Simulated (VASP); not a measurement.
Energy against volume of LiF (rock salt). All values below come from revTPSS meta-GGA, VASP's PBE PAW potentials (set 64) (plane waves; VASP). Settings: 520 eV cut-off, 11×11×11 Γ-centred mesh, Gaussian smearing of 0.050 eV, potentials Li_sv F.

| V (Å³/atom) | E (eV/atom) |
|---|---|
| 7.684 | -5.98733 |
| 7.921 | -5.99250 |
| 8.159 | -5.99402 |
| 8.397 | -5.99229 |

Question: Fit these four points and predict the energy of the run at 7.446 Å³/atom.

Answer: A cubic in V^(−2/3), the third-order Birch-Murnaghan form, passes through the four points with V0 = 8.15 Å³/atom and B0 = 75 GPa, and gives -5.9780 eV/atom there. The run gave -5.9782 eV/atom, -0.2 meV/atom from the fit; all five points give B0 = 76 GPa.

The compound is LiF in the rock salt structure. It was relaxed first.
